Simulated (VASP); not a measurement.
All values below come from PBE GGA, VASP's PBE PAW potentials (set 64) (plane waves; VASP 6.6.1).

A VASP calculation is set up with these files.

INCAR:
```
ISYM  =  0
LORBIT  =  11   # lm-projected
NELM  =  100
NUPDOWN  =  2
GGA  =  PE
MAGMOM  =  71*0.0282
ISMEAR  =  0   # Gaussian
ENCUT  =  400
LMAXMIX  =  4   # l cut-off of mixed one-centre charges
EDIFF  =  1E-6   # SCF stop (eV)
LASPH  =  .TRUE.   # aspherical one-centre terms
PREC  =  Normal
LCHARG  =  .FALSE.
ISPIN  =  2
SYSTEM  =  Ga35N35O
NELMIN  =  4
SIGMA  =  0.05
LWAVE  =  .TRUE.
LREAL  =  Auto   # projection in real space or not
LHYPERFINE  =  .TRUE.
ALGO  =  Fast   # Davidson, then RMM-DIIS
```

File KPOINTS:
```
Automatic mesh
0
Gamma
1 1 1
0 0 0
```

**POSCAR**
```
Ga35N35O
1
    4.8683178924    -8.4321738171     0.0000000000
    4.8683178924     8.4321738171     0.0000000000
    0.0000000000     0.0000000000    10.5562839808
Ga N O
35 35 1
Direct
  0.2232355129   0.1120267639   0.2504524036
  0.1108128588   0.2223139790   0.9998358282
  0.2196115143   0.1090786316   0.7501463572
  0.1136922932   0.2240314964   0.5023285738
  0.2218868618   0.4441187371   0.2497469180
  0.1111658348   0.5556513142   0.0004951547
  0.2224431046   0.4444238932   0.7504578502
  0.1110769082   0.5555096171   0.4999772469
  0.2223725019   0.7782340203   0.2505624034
  0.1108456031   0.8884209135   0.0002775609
  0.2219508718   0.7772987838   0.7507203542
  0.1124762186   0.8890509358   0.5015841848
  0.5551777936   0.1121538317   0.2505133515
  0.4444131812   0.2223801036   0.9987896422
  0.5560471489   0.1090975136   0.7501788827
  0.5566273414   0.4466874857   0.2467636318
  0.4444205461   0.5561846513   0.0003726175
  0.5558920972   0.4451327590   0.7499978959
  0.4438295909   0.5583482926   0.5003015525
  0.5557137294   0.7794065638   0.2509397012
  0.4442178749   0.8885712733   0.0002881449
  0.5560329498   0.7775816917   0.7502833285
  0.4431551878   0.8890791586   0.5016052092
  0.8891242934   0.1118538952   0.2507032739
  0.7780796204   0.2223701282   0.0000270176
  0.8888300138   0.1111426906   0.7505748072
  0.7767719208   0.2240785833   0.5023430471
  0.8888993670   0.4441662863   0.2498188839
  0.7783792476   0.5561102972   0.0004004168
  0.8886059063   0.4443841859   0.7504940914
  0.7811340381   0.5583402779   0.5003432347
  0.8901541772   0.7793092984   0.2509161026
  0.7778082740   0.8889632756   0.0007215623
  0.8882151212   0.7776021031   0.7503154457
  0.7782754004   0.8899732545   0.4996785157
  0.2020318877   0.1010279542   0.4339506591
  0.1110978920   0.2227314430   0.1878379527
  0.2208739299   0.1103509973   0.9400197568
  0.1108829831   0.2226025593   0.6897863229
  0.2237190797   0.4449203314   0.4384017132
  0.1111949435   0.5557303184   0.1889309791
  0.2226228424   0.4449398280   0.9384627662
  0.1108949892   0.5551224490   0.6883514185
  0.2217847765   0.7769916355   0.4390786056
  0.1116418155   0.8890804893   0.1881301629
  0.2220583818   0.7774356518   0.9387045320
  0.1100579711   0.8872870204   0.6894100252
  0.5654527623   0.1011796926   0.4339973794
  0.4453674186   0.2244189995   0.1891227554
  0.5561276991   0.1104805739   0.9400977369
  0.4436224858   0.2206459045   0.7110623697
  0.4443301470   0.5565281177   0.1889867938
  0.5563051317   0.4459910031   0.9397331325
  0.4449336886   0.5551067866   0.6872762333
  0.5555065324   0.7782453525   0.4390971189
  0.4439653102   0.8891879510   0.1881854853
  0.5557368701   0.7777557123   0.9385564318
  0.4438294216   0.8872467546   0.6894696215
  0.8895985645   0.1127971182   0.4392161554
  0.7780803133   0.2227978999   0.1879570573
  0.8887241665   0.1109496734   0.9386357384
  0.7782738590   0.2225779320   0.6898033643
  0.8878805537   0.4449921374   0.4384349074
  0.7787759780   0.5564962284   0.1890279871
  0.8890504310   0.4449310665   0.9385463532
  0.7768441836   0.5551307032   0.6872950213
  0.8893015647   0.7782642014   0.4390891702
  0.7779488209   0.8893796167   0.1892263600
  0.8885520084   0.7776797057   0.9385748572
  0.7778706344   0.8891301563   0.6884133676
  0.5693920566   0.4721523480   0.4300985153
```

POTCAR, in this order: Ga N O (PBE.64 set). Program: vasp_gam. Read from the step before: WAVECAR.

Output

### OSZICAR
```
       N       E                     dE             d eps       ncg     rms          rms(c)
DAV:   1    -0.424451624064E+03   -0.42445E+03   -0.51263E-05   920   0.155E-02    0.176E-02
RMM:   2    -0.424451618785E+03    0.52786E-05   -0.37769E-05   764   0.885E-03    0.169E-02
RMM:   3    -0.424451619801E+03   -0.10157E-05   -0.63763E-06   631   0.499E-03    0.839E-03
RMM:   4    -0.424451619097E+03    0.70329E-06   -0.35565E-06   588   0.284E-03
   1 F= -.42445162E+03 E0= -.42445162E+03  d E =-.118495E-10  mag=     2.0000
```

**OUTCAR**
```
------------------------ aborting loop because EDIFF is reached ----------------------------------------
  FORCE on cell =-STRESS in cart. coord.  units (eV):
  Direction    XX          YY          ZZ          XY          YZ          ZX
  --------------------------------------------------------------------------------------
  Total       -6.0603218     -8.0968258    -18.2857862      2.0597911     -0.5891747     -1.0012076
  in kB      -11.2033197    -14.9680710    -33.8037343      3.8078008     -1.0891686     -1.8508670
  external PRESSURE =     -19.9917084 kB  Pullay stress =       0.0000000 kB
  volume of cell :      866.68
      direct lattice vectors                 reciprocal lattice vectors
     4.868317892 -8.432173817  0.000000000     0.102704879 -0.059296690  0.000000000
     4.868317892  8.432173817  0.000000000     0.102704879  0.059296690  0.000000000
     0.000000000  0.000000000 10.556283981     0.000000000  0.000000000  0.094730305
 POSITION                                       TOTAL-FORCE (eV/Angst)
 -----------------------------------------------------------------------------------
      1.63216     -0.93773      2.64385         0.002014      0.005341      0.008793
      1.62177      0.94020     10.55455         0.004417      0.001538     -0.000164
      1.60017     -0.93203      7.91876        -0.001183      0.003513     -0.019891
      1.64415      0.93040      5.30272         0.001929     -0.008927      0.004424
      3.24233      1.87390      2.63640        -0.001821      0.001563      0.000330
      3.24628      3.74798      0.00523        -0.008704     -0.000523     -0.004566
      3.24652      1.87178      7.92205        -0.001427     -0.001136     -0.002001
      3.24516      3.74753      5.27790         0.003348     -0.000105      0.000135
      4.87127      4.68712      2.64501         0.002355     -0.000716      0.003238
      4.86475      6.55665      0.00293         0.002057     -0.002863      0.003713
      4.86466      4.68279      7.92482         0.006698     -0.000609     -0.001248
      4.87575      6.54821      5.29487        -0.002910     -0.003301      0.001039
      3.24878     -3.73566      2.64449         0.004857     -0.004375      0.005754
      3.24616     -1.87222     10.54351        -0.000000     -0.003033     -0.002436
      3.23814     -3.76876      7.91910        -0.002164     -0.003906     -0.013152
      4.88446     -0.92703      2.60491        -0.004974      0.001859      0.008473
      4.87126      0.94241      0.00393         0.003033      0.007671     -0.003576
      4.87331     -0.93394      7.91719         0.000577      0.001260      0.000926
      4.87892      0.96564      5.28133        -0.006183     -0.007101      0.001677
      6.49979      1.88622      2.64899        -0.012765      0.001113     -0.005288
      6.48844      3.74687      0.00304        -0.003454     -0.006364      0.006975
      6.49246      1.86814      7.92020        -0.001084      0.000461     -0.003673
      6.48574      3.76011      5.29509         0.001999      0.003519      0.003508
      4.87308     -6.55408      2.64649         0.005550      0.003853     -0.003213
      4.87051     -4.68584      0.00029         0.000821     -0.002802     -0.001670
      4.86819     -6.55759      7.92328        -0.004618     -0.003889     -0.009041
      4.87246     -4.66041      5.30288        -0.004258      0.003493      0.006275
      6.48979     -3.75007      2.63716         0.002795     -0.000359     -0.002876
      6.49672     -1.87421      0.00423         0.003345     -0.001819     -0.001717
      6.48942     -3.74575      7.92243         0.006393     -0.003032      0.002999
      6.52099     -1.87864      5.28177        -0.002832     -0.000094     -0.000625
      8.12748     -0.93466      2.64874         0.009300      0.004699      0.004830
      8.11437      0.93728      0.00762        -0.008479      0.003330     -0.002899
      8.10973     -0.93271      7.92054         0.002272     -0.001501     -0.012432
      8.12156      0.94186      5.27475        -0.004232     -0.000847      0.025077
      1.47539     -0.85168      4.58091         0.010175      0.001198      0.003142
      1.62519      0.94131      1.98287         0.001100      0.000211      0.005747
      1.61251     -0.93195      9.92312         0.002211     -0.002987      0.004021
      1.62351      0.94204      7.28158        -0.005461      0.003716     -0.000639
      3.25515      1.86521      4.62789         0.000710      0.000687     -0.005051
      3.24680      3.74840      1.99441        -0.002985      0.001470     -0.001502
      3.24991      1.87462      9.90668        -0.009037      0.009276      0.005011
      3.24238      3.74580      7.26643        -0.008837      0.000277      0.000862
      4.86236      4.68160      4.63504         0.001779      0.000668     -0.008153
      4.87183      6.55550      1.98596        -0.000266      0.003200      0.009159
      4.86585      4.68304      9.90923        -0.004506      0.003314      0.002481
      4.85539      6.55373      7.27761        -0.013804     -0.001352      0.001554
      3.24538     -3.91483      4.58140        -0.003207      0.004359      0.006225
      3.26073     -1.86308      1.99643         0.007110      0.000244      0.006654
      3.24526     -3.75777      9.92394        -0.003256      0.009116     -0.000991
      3.23387     -1.88018      7.50618         0.001809      0.002372      0.015478
      4.87250      0.94607      1.99500         0.006848      0.008134      0.001444
      4.87950     -0.93019      9.92009         0.005970     -0.000694      0.000885
      4.86851      0.92900      7.25508        -0.000140      0.004671     -0.008249
      6.49313      1.87817      4.63523         0.004650      0.000194     -0.002771
      6.49021      3.75419      1.98654         0.004532     -0.004254      0.005799
      6.49187      1.87210      9.90767         0.001336     -0.002849     -0.002046
      6.48010      3.73897      7.27824        -0.003313     -0.006781     -0.005484
      4.87998     -6.55012      4.63649         0.005813      0.000055     -0.001977
      4.87259     -4.68224      1.98413        -0.000925     -0.001838      0.006365
      4.86673     -6.55833      9.90851        -0.001265     -0.001910      0.008375
      4.87246     -4.68572      7.28176         0.005198     -0.000450     -0.003497
      6.48885     -3.73451      4.62824        -0.004168      0.000878     -0.002972
      6.50053     -1.87430      1.99543         0.005801     -0.001872     -0.003520
      6.49425     -3.74489      9.90756         0.000414     -0.002989     -0.003566
      6.48448     -1.86953      7.25528         0.002543     -0.005179     -0.004990
      8.11824     -0.93629      4.63515         0.000809      0.001433     -0.004021
      8.11708      0.93960      1.99753        -0.001407     -0.001743     -0.000536
      8.11175     -0.93489      9.90786        -0.000221     -0.002705     -0.005268
      8.11549      0.93816      7.26709         0.001045     -0.003201     -0.006196
      5.07057     -0.81994      4.54024         0.000274     -0.000587     -0.009473
 -----------------------------------------------------------------------------------
    total drift:                               -0.056078      0.008203     -0.276081
  FREE ENERGIE OF THE ION-ELECTRON SYSTEM (eV)
  ---------------------------------------------------
  free  energy   TOTEN  =      -424.4516190974 eV

  energy  without entropy=     -424.4516190974  energy(sigma->0) =     -424.45161910

 total charge

# of ion       s       p       d       tot
------------------------------------------
    1        0.989   1.358   0.362   2.709
    2        0.990   1.354   0.361   2.705
    3        0.989   1.373   0.369   2.732
    4        0.996   1.372   0.366   2.734
    5        0.988   1.351   0.360   2.699
    6        0.988   1.348   0.359   2.694
    7        0.987   1.347   0.359   2.693
    8        0.989   1.341   0.356   2.686
    9        0.988   1.347   0.358   2.693
   10        0.990   1.354   0.361   2.705
   11        0.988   1.353   0.361   2.702
   12        0.994   1.379   0.369   2.743
   13        0.989   1.358   0.362   2.709
...
```
(Selected blocks of OUTCAR.)

**OUTCAR**
```
 val. band max:        2.5503827580   @ k =   0.0000   0.0000   0.0000

 cond. band min:       3.0226987256   @ k =   0.0000   0.0000   0.0000


 Fermi energy:         2.6522222997

 spin component 1

 k-point     1 :       0.0000    0.0000    0.0000
  band No.  band energies     occupation
      1     -15.1913      1.00000
      2     -13.0123      1.00000
      3     -12.2152      1.00000
      4     -12.1709      1.00000
      5     -11.8432      1.00000
      6     -11.8152      1.00000
      7     -11.8032      1.00000
      8     -11.8001      1.00000
      9     -11.7179      1.00000
     10     -11.6311      1.00000
     11     -11.1823      1.00000
     12     -11.1752      1.00000
     13     -11.1710      1.00000
     14     -11.1688      1.00000
     15     -11.1529      1.00000
     16     -11.1458      1.00000
     17     -11.1366      1.00000
     18     -11.1317      1.00000
     19     -11.1258      1.00000
     20     -11.1076      1.00000
     21     -10.9589      1.00000
     22     -10.9167      1.00000
     23     -10.6137      1.00000
     24     -10.4414      1.00000
     25     -10.4182      1.00000
     26     -10.4077      1.00000
     27     -10.4003      1.00000
     28     -10.3899      1.00000
     29     -10.3823      1.00000
     30     -10.3567      1.00000
     31     -10.3363      1.00000
     32     -10.2963      1.00000
     33     -10.2870      1.00000
     34     -10.2711      1.00000
     35     -10.2390      1.00000
     36     -10.1973      1.00000
     37      -4.2288      1.00000
     38      -3.6465      1.00000
     39      -3.5741      1.00000
     40      -3.4880      1.00000
     41      -3.4570      1.00000
     42      -3.3992      1.00000
     43      -3.3399      1.00000
     44      -3.2980      1.00000
     45      -3.2967      1.00000
     46      -3.2716      1.00000
     47      -3.1388      1.00000
     48      -3.0662      1.00000
     49      -3.0288      1.00000
...
```

At this cut-off the stress carries a Pulay error, which pulls relaxed volumes low.  The supercell is sampled at Γ alone, which is coarse: total energies, pressure and levels can be off, energies of defects by several tenths of an eV.

The cell is a supercell with a defect, built from GaN (wurtzite): O_N-vac_Ga.
